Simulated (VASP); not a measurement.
Set up this calculation in VASP 6.6.1, as the native input.

* Task: relaxation of cell and atoms
* Functional: optB88-vdW
* Potentials or basis: VASP PAW PBE potentials, release 64 (Cs_sv, Ta_pv, S)
* Cutoff: 600 eV
* k mesh: 7 × 7 × 3
* Occupations: fermi-dirac, width 0.05 eV
* Spin: no spin polarisation
* Further INCAR settings: ALGO = Fast; EDIFF = 1e-06; IBRION = 2; EDIFFG = -0.02; NSW = 60; ISIF = 3

The structure of CsTaS2 lies in POSCAR:

```
CsTaS2
1.0
    3.5423800000      0.0000000000      0.0000000000
   -1.7711900000      3.0677900000      0.0000000000
    0.0000000000      0.0000000000      8.2684800000
Cs Ta S
1 1 2
Direct
    0.0000000000      0.0000000000      0.5000000000
    0.3333300000      0.6666700000      0.0000000000
    0.6666700000      0.3333300000      0.1817700000
    0.6666700000      0.3333300000      0.8182300000
```

The cell was built by a generator and needn't be a form met in nature.

These files were run (other wordings do the same):

INCAR

```
SYSTEM = CsTaS2
  AGGAC = 0.0
  ALGO = Fast
  EDIFF = 1E-6
  EDIFFG = -0.02
  ENCUT = 600
  GGA = BO
  IBRION = 2
  ISIF = 3
  ISMEAR = -1
  LASPH = .TRUE.
  LCHARG = .FALSE.
  LREAL = .FALSE.
  LUSE_VDW = .TRUE.
  LWAVE = .FALSE.
  NELM = 80
  NSW = 60
  PARAM1 = 0.1833333333
  PARAM2 = 0.22
  PREC = Accurate
  SIGMA = 0.05
```

KPOINTS

```
k-points
0
G
  7 7 3
  0 0 0
```

Potentials or basis: VASP PAW PBE potentials, release 64 (Cs_sv, Ta_pv, S).

Run with:

```sh
$ cat potpaw_PBE.64/Cs_sv/POTCAR potpaw_PBE.64/Ta_pv/POTCAR potpaw_PBE.64/S/POTCAR > POTCAR
$ mpirun -np 1 vasp_std > vasp.out
```

Results of the run:

The relaxed volume is 22.44 Å³/atom and the relaxed cell is a = 3.540 Å, b = 3.540 Å, c = 8.272 Å, α = 90.00°, β = 90.00°, γ = 120.00°. The space group after relaxing (to 0.05 Å) is P-6m2 (No. 187), the energy gained by relaxing is 0.3 meV/atom and the ionic steps are 4. The pressure after relaxing is 0.0 GPa, the largest force after relaxing is 0.009 eV/Å and the band gap on the k mesh is 0.33 eV, indirect (least direct gap 0.82 eV).

Caveat: the PAW data sets were made with another functional, which shifts forces and pressure a little; spin-orbit coupling is left out, which moves the levels of the heavy elements; an odd mesh through Γ misses points on the zone boundary, where band edges often lie.

Wall time 11 min on 1 thread of Intel(R) Xeon(R) Platinum 8175M CPU @ 2.50GHz (Skylake/Cascade Lake), with other jobs on the host, peak memory 0.57 GiB.
